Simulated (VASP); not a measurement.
VASP runs on Se (space group P3_121) share one base input (PBE GGA, plane waves, VASP's PBE PAW potentials (set 64)) and change the settings named in each case.

INCAR:
```
SYSTEM=Se
PREC=Accurate; ENCUT=300; LREAL=F
LASPH=T
EDIFF=1E-6; NELM=100; ALGO=Normal
LMAXMIX=4
ISMEAR=-1; SIGMA=0.01
GGA=PE
ISIF=2
LWAVE=F; LCHARG=F
```

KPOINTS:
```
Regular mesh
0
G
  6 6 5
```

File POSCAR:
```
Se
1
    2.1850000000    -3.7845310000     0.0000000000
    2.1850000000     3.7845310000     0.0000000000
    0.0000000000     0.0000000000     4.9500000000
Se
3
Direct
  0.0000000000   0.2250000000   0.6666670000
  0.7750000000   0.7750000000   0.0000000000
  0.2250000000   0.0000000000   0.3333330000
```

POTCAR, in this order: Se (PBE.64 set). Program: vasp_std.

```tsv
change	E(σ→0) (eV/atom)	pressure (GPa)	largest force (eV/Å)
base run	-3.4888	2.99	0.457
GGA removed, POTCAR Se (LDA.64 set)	-4.1066	-0.98	0.284
GGA_COMPAT = .FALSE., LNONCOLLINEAR = .TRUE., LSORBIT = .TRUE., MAGMOM = 0.0 0.0 0.0 0.0 0.0 0.0 0.0 0.0 0.0, program vasp_ncl	-3.5110	3.07	0.471
KPOINTS 1×1×1 Γ-centred mesh	-2.2757	12.72	1.658
```
 Energies of different potentials or functionals have different zeros.

Left out are runs that ran out of time, are held back, or changed the cell or the kind of run, fixed moments of cells without a moment, rows past the twelfth, gaps on odd meshes, pressures of charged cells and columns that move by less than the noise.

The structure is a typed Se crystal. The cell was not relaxed at this level, forces remain on its atoms.
